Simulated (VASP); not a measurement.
Crystal: GaSb.

```
CELL_PARAMETERS angstrom
0.00000 3.05900 3.05900
3.05900 0.00000 3.05900
3.05900 3.05900 0.00000
ATOMIC_POSITIONS crystal
Ga 0.00000 0.00000 0.00000
Sb 0.25000 0.25000 0.25000
```

The cell was built by a generator and needn't be a form met in nature.

| Quantity | Value |
| --- | --- |
| Program | VASP 6.6.1 |
| Task | relaxation of cell and atoms |
| Functional | PBE |
| Potentials or basis | VASP PAW PBE potentials, release 64 (Ga_d, Sb) |
| Cutoff | 600 eV |
| k mesh | 10 × 10 × 10 |
| Occupations | gaussian, width 0.03 eV |
| Spin | no spin polarisation |

At the start: pressure 2.4 GPa; volume 28.62 Å³/atom.

Q: How do energy, volume and symmetry change on relaxing?

A: Over 3 steps the energy falls by 10.0 meV/atom and the volume is 30.03 Å³/atom (+4.9 %); space group F-43m (No. 216, to 0.05 Å).

The path:
```csv
step,energy change (eV),largest force (eV/Å),pressure (GPa),volume (Å³)
1,0.0000,0.0000,2.38,57.25
2,-0.0186,0.0000,-0.54,60.85
3,-0.0201,0.0000,-0.02,60.07
```

Final structure:
```
Ga Sb
1.0
     0.00000    3.10843    3.10843
     3.10843    0.00000    3.10843
     3.10843    3.10843    0.00000
Ga Sb
1 1
Direct
  0.00000 0.00000 0.00000
  0.25000 0.25000 0.25000
```
